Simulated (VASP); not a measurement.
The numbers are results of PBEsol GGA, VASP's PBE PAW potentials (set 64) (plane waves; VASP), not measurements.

A VASP calculation is set up with these files.

INCAR:
```
SYSTEM=PbSe
PREC=Accurate; ENCUT=520; LREAL=.False.
LASPH=.True.
EDIFF=1E-7; NELM=100; ALGO=Normal
LMAXMIX=4
ISMEAR=0; SIGMA=0.05
GGA=PS
ISIF=2
LWAVE=.False.; LCHARG=.False.
```

File KPOINTS:
```
Automatic mesh
0
Gamma
8 8 8
0 0 0
```

### POSCAR
```
PbSe
4.2253520
  0.0000000000   0.7071067577   0.7071067577
  0.7071067577   0.0000000000   0.7071067577
  0.7071067577   0.7071067577   0.0000000000
Pb Se
1 1
Cartesian
  0.0000000000   0.0000000000   0.0000000000
  0.7071067577   0.7071067577   0.7071067577
```

POTCAR, in this order: Pb_d Se (PBE.64 set). Program: vasp_std.

The resulting files:

File OSZICAR:
```
       N       E                     dE             d eps       ncg     rms          rms(c)
DAV:   1     0.155701554962E+03    0.15570E+03   -0.99376E+03   812   0.147E+03
DAV:   2     0.307975051174E+01   -0.15262E+03   -0.14963E+03   848   0.351E+02
DAV:   3    -0.883798900675E+01   -0.11918E+02   -0.11539E+02  1094   0.101E+02
DAV:   4    -0.909602293789E+01   -0.25803E+00   -0.25787E+00   866   0.175E+01
DAV:   5    -0.910441997082E+01   -0.83970E-02   -0.83970E-02  1144   0.321E+00    0.287E+00
DAV:   6    -0.888507039993E+01    0.21935E+00   -0.55190E-01  1226   0.686E+00    0.174E+00
DAV:   7    -0.887743074883E+01    0.76397E-02   -0.95828E-02   944   0.196E+00    0.860E-01
DAV:   8    -0.887777380296E+01   -0.34305E-03   -0.86788E-03   998   0.126E+00    0.813E-02
DAV:   9    -0.887757860817E+01    0.19519E-03   -0.14920E-03  1222   0.462E-01    0.430E-02
DAV:  10    -0.887759549501E+01   -0.16887E-04   -0.10774E-04   902   0.794E-02    0.156E-02
DAV:  11    -0.887759350748E+01    0.19875E-05   -0.27879E-05  1156   0.649E-02    0.611E-03
DAV:  12    -0.887759346212E+01    0.45360E-07   -0.26480E-06  1064   0.196E-02    0.184E-03
DAV:  13    -0.887759342778E+01    0.34336E-07   -0.10806E-07   532   0.524E-03
   1 F= -.88775934E+01 E0= -.88774452E+01  d E =-.296432E-03
```

OUTCAR:
```
------------------------ aborting loop because EDIFF is reached ----------------------------------------
  FORCE on cell =-STRESS in cart. coord.  units (eV):
  Direction    XX          YY          ZZ          XY          YZ          ZX
  --------------------------------------------------------------------------------------
  Total        1.2509447      1.2509447      1.2509447      0.0000000     -0.0000000      0.0000000
  in kB       37.5729288     37.5729288     37.5729288      0.0000000     -0.0000000      0.0000000
  external PRESSURE =      37.5729288 kB  Pullay stress =       0.0000000 kB
  volume of cell :       53.34
      direct lattice vectors                 reciprocal lattice vectors
     0.000000000  2.987774953  2.987774953    -0.167348615  0.167348615  0.167348615
     2.987774953  0.000000000  2.987774953     0.167348615 -0.167348615  0.167348615
     2.987774953  2.987774953  0.000000000     0.167348615  0.167348615 -0.167348615
  FREE ENERGIE OF THE ION-ELECTRON SYSTEM (eV)
  ---------------------------------------------------
  free  energy   TOTEN  =        -8.8775934278 eV

  energy  without entropy=       -8.8772969957  energy(sigma->0) =       -8.87744521
```
(Selected blocks of OUTCAR.)

**OUTCAR**
```
 val. band max:        5.8490102894   @ k =   0.5000   0.0000   0.0000

 cond. band min:       5.9119953764   @ k =   0.5000   0.0000   0.0000


 Fermi energy:         5.8805028326

 k-point     1 :       0.0000    0.0000    0.0000
  band No.  band energies     occupation
      1     -11.0530      2.00000
      2     -11.0530      2.00000
      3     -11.0501      2.00000
      4     -11.0501      2.00000
      5     -11.0501      2.00000
      6      -8.4197      2.00000
      7      -0.3739      2.00000
      8       3.6226      2.00000
      9       3.6226      2.00000
     10       3.6226      2.00000
     11      10.6711      0.00000
     12      10.6711      0.00000
     13      10.6711      0.00000
     14      12.1228      0.00000

 k-point     2 :       0.1250    0.0000    0.0000
  band No.  band energies     occupation
      1     -11.0577      2.00000
      2     -11.0577      2.00000
      3     -11.0495      2.00000
      4     -11.0439      2.00000
      5     -11.0439      2.00000
      6      -8.2846      2.00000
      7      -0.8851      2.00000
      8       3.6696      2.00000
      9       3.6696      2.00000
     10       3.9930      2.00000
     11       9.4760      0.00000
     12       9.8910      0.00000
     13       9.8910      0.00000
     14      11.9255      0.00000

 k-point     3 :       0.2500    0.0000    0.0000
  band No.  band energies     occupation
      1     -11.0700      2.00000
      2     -11.0700      2.00000
      3     -11.0486      2.00000
      4     -11.0281      2.00000
      5     -11.0281      2.00000
      6      -7.9092      2.00000
      7      -1.9557      2.00000
      8       3.8070      2.00000
      9       3.8070      2.00000
     10       4.6685      2.00000
     11       7.9032      0.00000
     12       8.6507      0.00000
     13       8.6507      0.00000
     14      12.1358      0.00000

 k-point     4 :       0.3750    0.0000    0.0000
  band No.  band energies     occupation
...
```

Unless said otherwise, spin-orbit coupling is left out, though it shifts the bands of the heavy elements here.

The compound is PbSe in the rock salt structure. This cell is one point of a volume scan, at 0.94 of the reference volume.
